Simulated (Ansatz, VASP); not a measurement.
# Cross-check of SiW2C2Cl2O2 (Cl-SiC-Cl chair under W2CO2 MXene, AA') between VASP and Ansatz, part 2 of 2

Wanted: the spread between two codes on one cell, functional and k mesh. The structure shown is the start of the Ansatz relaxation below; VASP solves that cell, so the two are compared at the walk's first step.

VASP 6.6.1 and Ansatz 0.2.0.

So far: Starting point; Ansatz: relaxation, PBE with D3(BJ).

## 3. VASP: single point, PBE with D3(BJ), start cell

Level of this step: PBE with D3(BJ), no spin polarisation; plane waves and PAW (Cl, C, Si, O, W) (VASP).

The same cell, functional, mesh and smearing now go to VASP, with its own data sets.

Lines of VASP's logs that name or quote its potential files are left out, and so is its time.

INCAR reads:

```
SYSTEM = SiW2C2Cl2O2
PREC = Accurate
ENCUT = 520
EDIFF = 1E-06
NELM = 120
ISMEAR = -1
SIGMA = 0.05
LREAL = .FALSE.
ALGO = Normal
GGA = PE
IVDW = 12
NBANDS = 34
LASPH = .TRUE.
LORBIT = 11
LWAVE = .FALSE.
LCHARG = .FALSE.
ISIF = 2
LDIPOL = .TRUE.
IDIPOL = 3
DIPOL = 0.5 0.5 0.507
LVHAR = .TRUE.
GGA_COMPAT = .FALSE.
NELMDL = -8
KPAR = 2
```

POSCAR reads:

```
SiW2C2Cl2O2
1.0
    3.1054540000      0.0000000000      0.0000000000
   -1.5527270000      2.6894020000      0.0000000000
    0.0000000000      0.0000000000     55.4177250000
Cl C Si O W
2 2 1 2 2
Direct
    0.6666666047      0.3333332094      0.3897669924
    0.3333333953      0.6666667906      0.4715699354
    0.6666666047      0.3333332094      0.4218866798
    0.3333333953      0.6666667906      0.5679686238
    0.3333333953      0.6666667906      0.4331345792
    0.0000000000      0.0000000000      0.5257042399
    0.6666666047      0.3333332094      0.6102330076
    0.6666666047      0.3333332094      0.5457157615
    0.0000000000      0.0000000000      0.5902214860
```

KPOINTS reads:

```
Automatic mesh
0
Gamma
12 12 1
0 0 0
```

PAW data sets: Cl, C, Si, O and W (PBE family, release 64).

On the command line:

```bash
$ mpirun -np 2 vasp_std
```

Numbers of over 12 decimals in the logs are rounded to 6 here.

Log:

```text
[banner, memory and clock lines left out]
running    2 mpi-ranks, on    1 nodes
 distrk:  each k-point on    1 cores,    2 groups
 distr:  one band on    1 cores,    1 groups

 POSCAR found type information on POSCAR ClC SiO W
 POSCAR found :  5 types and       9 ions
 LDA part: xc-table for (Slater+PW92), standard interpolation
|                                                                             |
|           W    W    AA    RRRRR   N    N  II  N    N   GGGG   !!!           |
|           W    W   A  A   R    R  NN   N  II  NN   N  G    G  !!!           |
|           W    W  A    A  R    R  N N  N  II  N N  N  G       !!!           |
|           W WW W  AAAAAA  RRRRR   N  N N  II  N  N N  G  GGG   !            |
|           WW  WW  A    A  R   R   N   NN  II  N   NN  G    G                |
|           W    W  A    A  R    R  N    N  II  N    N   GGGG   !!!           |
|                                                                             |
|     One of the lattice vectors is very long (>50 A), but AMIN is rather     |
|     large. This can spoil convergence since charge sloshing might occur     |
|     along the long lattice vector. If problems with convergence are         |
|     observed, try to decrease AMIN to a smaller value (e.g. 0.01).          |
|     Note: This warning only applies if the self-consistency cycle is        |
|     used.                                                                   |
|                                                                             |

 POSCAR, INCAR and KPOINTS ok, starting setup
 FFT: planning ... GRIDC
 FFT: planning ... GRID_SOFT
 FFT: planning ... GRID
 WAVECAR not read
 entering main loop
       N       E                     dE             d eps       ncg     rms          rms(c)
DAV:   1     0.457704648674E+03    0.45770E+03   -0.18492E+04  1332   0.112E+03
DAV:   2     0.219243192370E+01   -0.45551E+03   -0.43773E+03  1948   0.254E+02
DAV:   3    -0.757776423478E+02   -0.77970E+02   -0.76512E+02  1624   0.115E+02
DAV:   4    -0.787424241526E+02   -0.29648E+01   -0.29353E+01  1702   0.261E+01
DAV:   5    -0.788311150387E+02   -0.88691E-01   -0.88170E-01  1792   0.416E+00
DAV:   6    -0.788335570364E+02   -0.24420E-02   -0.24376E-02  1736   0.690E-01
DAV:   7    -0.788336690775E+02   -0.11204E-03   -0.11200E-03  1800   0.135E-01
DAV:   8    -0.788336743923E+02   -0.53148E-05   -0.53139E-05  1696   0.280E-02    0.479E+01
DAV:   9    -0.686595028321E+02    0.10174E+02   -0.55270E+01  1542   0.324E+01    0.169E+01
DAV:  10    -0.686342710883E+02    0.25232E-01   -0.10113E+01  1724   0.176E+01    0.125E+01
DAV:  11    -0.734001462917E+02   -0.47659E+01   -0.29251E+01  2016   0.195E+01    0.149E+01
DAV:  12    -0.712010446084E+02    0.21991E+01   -0.76911E+01  2220   0.238E+01    0.164E+01
DAV:  13    -0.683581088701E+02    0.28429E+01   -0.78965E+00  1656   0.723E+00    0.492E+00
DAV:  14    -0.687548965150E+02   -0.39679E+00   -0.75659E-01  1622   0.384E+00    0.708E+00
[...]
DAV:  38    -0.679890516275E+02    0.18862E-04   -0.15995E-05  1576   0.181E-02    0.558E-02
DAV:  39    -0.679890041690E+02    0.47458E-04   -0.14789E-06  1198   0.151E-02    0.514E-02
DAV:  40    -0.679888987297E+02    0.10544E-03   -0.27617E-05  1832   0.580E-02    0.383E-02
DAV:  41    -0.679888903302E+02    0.83994E-05   -0.34087E-05  1744   0.652E-02    0.331E-02
DAV:  42    -0.679888972913E+02   -0.69610E-05   -0.13358E-05  1460   0.162E-02    0.266E-02
DAV:  43    -0.679888931432E+02    0.41481E-05   -0.16136E-06  1216   0.176E-02    0.239E-02
DAV:  44    -0.679888975713E+02   -0.44282E-05   -0.66787E-06  1544   0.120E-02    0.272E-02
DAV:  45    -0.679888979642E+02   -0.39285E-06   -0.43728E-07   894   0.463E-03
   1 F= -.70128459E+02 E0= -.70112439E+02  d E =-.320396E-01
```

OUTCAR, selected parts (step 3):

```text
ion  position               nearest neighbor table
   1  0.667  0.333  0.390-   3 1.78
   2  0.333  0.667  0.472-   5 2.13
   3  0.667  0.333  0.422-   1 1.78   5 1.90   5 1.90   5 1.90
   4  0.333  0.667  0.568-   8 2.18   9 2.18   9 2.18   9 2.18   8 2.18   8 2.18
   5  0.333  0.667  0.433-   3 1.90   3 1.90   3 1.90   2 2.13
   6  0.000  0.000  0.526-   8 2.11   8 2.11   8 2.11
   7  0.667  0.333  0.610-   9 2.11   9 2.11   9 2.11
   8  0.667  0.333  0.546-   6 2.11   6 2.11   6 2.11   4 2.18   4 2.18   4 2.18   9 3.05   9 3.05
                             9 3.05
   9  0.000  0.000  0.590-   7 2.11   7 2.11   7 2.11   4 2.18   4 2.18   4 2.18   8 3.05   8 3.05
                             8 3.05

  LATTYP: Found a hexagonal cell.
 ALAT       =     3.1054540000
 C/A-ratio  =    17.8452892878

 Subroutine GETGRP returns: Found  6 space group operations
 (whereof  6 operations were pure point group operations)

The static configuration has the point symmetry C_3v.

 Found     19 irreducible k-points:

   k-points           NKPTS =     19   k-points in BZ     NKDIM =     19   number of bands    NBANDS=     34

   dimension x,y,z NGX =    24 NGY =   24 NGZ =  420
   dimension x,y,z NGXF=    48 NGYF=   48 NGZF=  840

   ENCUT  =  520.0 eV  38.22 Ry    6.18 a.u.   5.77  5.77103.04*2*pi/ulx,y,z

   NELECT =      50.0000    total number of electrons

 k-points in reciprocal lattice and weights: Automatic mesh
   0.00000000  0.00000000  0.00000000       0.007
   0.08333333 -0.00000000  0.00000000       0.042
   0.16666667 -0.00000000  0.00000000       0.042
   0.25000000  0.00000000  0.00000000       0.042
   0.33333333 -0.00000000  0.00000000       0.042
   0.41666667 -0.00000000  0.00000000       0.042
   0.50000000  0.00000000  0.00000000       0.021
   0.08333333  0.08333333  0.00000000       0.042
   0.16666667  0.08333333  0.00000000       0.083
[...]
0.33333333  0.25000000  0.00000000       0.083
   0.33333333  0.33333333  0.00000000       0.014

 dipolmoment           0.000000      0.000000      0.041336 electrons x Angstroem

 average (electrostatic) potential at core
       1 -98.3610       2 -97.7091       3 -57.5864       4 -58.0271       5 -92.4010
       6 -78.9785       7 -78.9688       8 -49.8725       9 -49.8781

 E-fermi :  -2.1688

 k-point     1 :       0.0000    0.0000    0.0000
  band No.  band energies     occupation
    ...
     24      -3.0095      2.00000
     25      -2.2893      1.83519
     26      -2.2893      1.83518
     27      -2.1834      1.14493
     28      -2.1834      1.14492
     29      -0.9547      0.00000
     30      -0.4529      0.00000
     31      -0.3607      0.00000
     32      -0.3607      0.00000
     33       1.4676      0.00000
    ...

 k-point     2 :       0.0833   -0.0000    0.0000
  band No.  band energies     occupation
    ...
     22      -3.3972      2.00000
     23      -3.0936      2.00000
     24      -2.9248      2.00000
     25      -2.6648      1.99990
     26      -2.3658      1.96181
     27      -2.0779      0.27939
     28      -2.0736      0.25923
     29      -0.9564      0.00000
     30      -0.4488      0.00000
     31      -0.3007      0.00000
    ...

 k-point     3 :       0.1667   -0.0000    0.0000
  band No.  band energies     occupation
    ...
     22      -3.5732      2.00000
     23      -3.3107      2.00000
     24      -3.1516      2.00000
     25      -2.5635      1.99925
     26      -2.4164      1.98595
     27      -1.8956      0.00843
     28      -1.6558      0.00007
     29      -0.7579      0.00000
     30      -0.4300      0.00000
     31      -0.1717      0.00000
    ...

 Edisp (eV)   -2.13956

  Total       0.13362     0.13362    -9.63569    -0.00000     0.00000     0.00000
  in kB       0.46255     0.46255   -33.35524    -0.00000     0.00000     0.00000
  external pressure =      -10.81 kB  Pullay stress =        0.00 kB

  energy-cutoff  :      520.00
  volume of cell :      462.84
      direct lattice vectors                 reciprocal lattice vectors
     3.105454000  0.000000000  0.000000000     0.322014108  0.185914936  0.000000000
    -1.552727000  2.689402000  0.000000000     0.000000000  0.371829871  0.000000000
     0.000000000  0.000000000 55.417725000     0.000000000  0.000000000  0.018044768

 POSITION                                       TOTAL-FORCE (eV/Angst)
 -----------------------------------------------------------------------------------
      1.55273      0.89647     21.60000         0.000000     -0.000000     -0.365975
      0.00000      1.79293     26.13333         0.000000     -0.000000     -1.692729
      1.55273      0.89647     23.38000        -0.000000      0.000000      0.970717
      0.00000      1.79293     31.47553        -0.000000      0.000000     -0.003515
      0.00000      1.79293     24.00333         0.000000     -0.000000      1.137942
      0.00000      0.00000     29.13333        -0.000000     -0.000000     -0.032930
      1.55273      0.89647     33.81773        -0.000000     -0.000000      0.025918
      1.55273      0.89647     30.24233        -0.000000     -0.000000      2.391050
      0.00000      0.00000     32.70873        -0.000000     -0.000000     -2.430478
 -----------------------------------------------------------------------------------
    total drift:                               -0.000000      0.000416      0.000998

  FREE ENERGIE OF THE ION-ELECTRON SYSTEM (eV)
  ---------------------------------------------------
  free  energy   TOTEN  =       -70.1284590084 eV

  energy  without entropy=      -70.0964194294  energy(sigma->0) =      -70.11243922

 vacuum level on the upper side and lower side of the slab         3.344         2.447

 total charge
# of ion       s       p       d       tot
------------------------------------------
    1        1.613   3.513   0.000   5.125
    2        1.613   3.527   0.000   5.139
    3        0.833   1.632   0.000   2.464
    4        0.861   1.596   0.000   2.457
    5        0.713   0.913   0.000   1.626
    6        1.571   3.409   0.000   4.980
    7        1.571   3.408   0.000   4.979
    8        0.538   0.736   4.101   5.375
    9        0.538   0.736   4.100   5.374
--------------------------------------------------
tot          9.851  19.468   8.201  37.520

[... 3 further parts left out ...]
```

## 4. Comparison

Known differences besides the potentials themselves: Ansatz cuts the interaction across the vacuum, VASP repeats the sheet with a dipole correction; the data sets hold 66 valence electrons in Ansatz (on its default PAW (the set named soft_2) files) and 50 in VASP; the cutoff is 420 eV in Ansatz and 520 eV in VASP. Total energies have different zeros and are not compared.

Forces (eV/Å; atoms numbered as in POSCAR):

```csv
atom,"Ansatz x, y, z","VASP x, y, z"
Cl1,"0.000, 0.000, -0.463","0.000, 0.000, -0.366"
Cl2,"0.000, 0.000, -1.647","0.000, 0.000, -1.693"
C3,"0.000, 0.000, 1.070","0.000, 0.000, 0.971"
C4,"0.000, 0.000, -0.004","0.000, 0.000, -0.004"
Si5,"0.000, 0.000, 1.089","0.000, 0.000, 1.138"
O6,"0.000, 0.000, -0.006","0.000, 0.000, -0.033"
O7,"0.000, 0.000, 0.016","0.000, 0.000, 0.026"
W8,"0.000, 0.000, 2.368","0.000, 0.000, 2.391"
W9,"0.000, 0.000, -2.424","0.000, 0.000, -2.430"
```

The forces differ by 30 meV/Å r.m.s., which is 3.9 % of the r.m.s. force of 0.790 eV/Å (both taken over all components). VASP's last cycles still show a density residual of 3e-03, so its state may not be settled. With vacuum in the cell, a pressure given here is an average over mostly empty space and none of the material.

## 5. Summary of results

| Quantity | Value |
| --- | --- |
| r.m.s. force difference (single point, PBE with D3(BJ), start cell) | 3.9 % of the r.m.s. force |

The r.m.s. force difference is 3.9 % of the r.m.s. force (single point, PBE with D3(BJ), start cell), beyond the 3 % picked in this series as the mark of a large difference. The data sets hold unlike numbers of valence electrons (66 in Ansatz and 50 in VASP), so part of the differences comes from the potentials. What causes the difference of the single point, PBE with D3(BJ), start cell pair stays open here. 1 further run of this series is not shown here. Such differences can come from data sets, numerical settings and the points named under the comparisons, not from the functional's error against experiment.

[Lines on the potential files, build, host, timing and source positions are cut from VASP's logs without a mark.]

[Logs are printed without paths, hosts, clocks, repeated set-up lines and the standing remarks that a program may print on its own settings, such as how far it seeks lower states.]

[Hosts, paths, dates, database ids (printed as entryN), source tags and the programs' standing remarks are cut or masked in the printed files.]
